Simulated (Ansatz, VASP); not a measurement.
One calculation of Zn3C, two programs

```
CELL_PARAMETERS angstrom
2.63995 0.00000 0.00000
-1.31997 2.28626 0.00000
0.00000 0.00000 8.20151
ATOMIC_POSITIONS crystal
Zn 0.00000 0.00000 0.50000
Zn 0.66667 0.33333 0.23781
Zn 0.66667 0.33333 0.76219
C 0.00000 0.00000 0.00000
```

Change from the starting cell: species swapped into the Cd3Ag type (P-6m2, No. 187).

Alike in both runs: task single point; functional PBE; k mesh 6 × 6 × 2; occupations gaussian, width 0.1 eV; no spin polarisation.

|  | VASP | Ansatz |
| --- | --- | --- |
| version | VASP 6.6.1 | Ansatz 0.2.0 |
| potentials or method | VASP PAW PBE potentials, release 64 (Zn, C) | scalar-relativistic, plane waves, PAW |
| plane-wave cutoff (eV) | 520 | 420 |
| valence electrons in the cell | 40 | 40 |

VASP gave:

| Quantity | Value |
| --- | --- |
| gap on the k mesh at the Fermi level (eV) | none |
| pressure (GPa) | 6.1 |
| largest component of the traceless stress (GPa) | 8.37 |
| rms of the force components (eV/Å) | 0.568 |

Question: Estimate Ansatz's values.

Answer: gap on the k mesh at the Fermi level (eV): none; pressure (GPa): 5.5; largest component of the traceless stress (GPa): 8.41; rms of the force components (eV/Å): 0.567.

Atom by atom the forces differ by 0.001 eV/Å (rms over components). A gap of «none» marks a metal or a gap that the smearing closes. The functional is the same, so the differences come from potentials, cutoffs and numerics.

Caveats: the k mesh is coarse (spacing up to 0.46 Å⁻¹), so the values aren't converged; forces of over 1 eV/Å show positions far from the minimum, so gaps and moduli don't describe the material at rest.
